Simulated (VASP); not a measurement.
Data:

```xyz
2
Lattice="0.0000 3.1897 3.1897 3.1897 0.0000 3.1897 3.1897 3.1897 0.0000" Properties=species:S:1:pos:R:3 pbc="T T T"
Sn     0.0000     0.0000     0.0000
Te     3.1897     3.1897     3.1897
```

The numbers are results of PBEsol GGA, VASP's PBE PAW potentials (set 64) (plane waves; VASP), not measurements. Numerical set-up: 480 eV cut-off, 8×8×8 Γ-centred mesh, Gaussian smearing of 0.050 eV, potentials Sn_d Te.

Give the stress tensor in GPa (positive for a compressed cell).

```
-1.82   0.00   0.00
 0.00  -1.82   0.00
 0.00   0.00  -1.82
```
The pressure is its mean diagonal, -1.82 GPa.

The compound is SnTe in the rock salt structure, which distorts at low temperature. This cell was strained or had an atom moved on purpose.
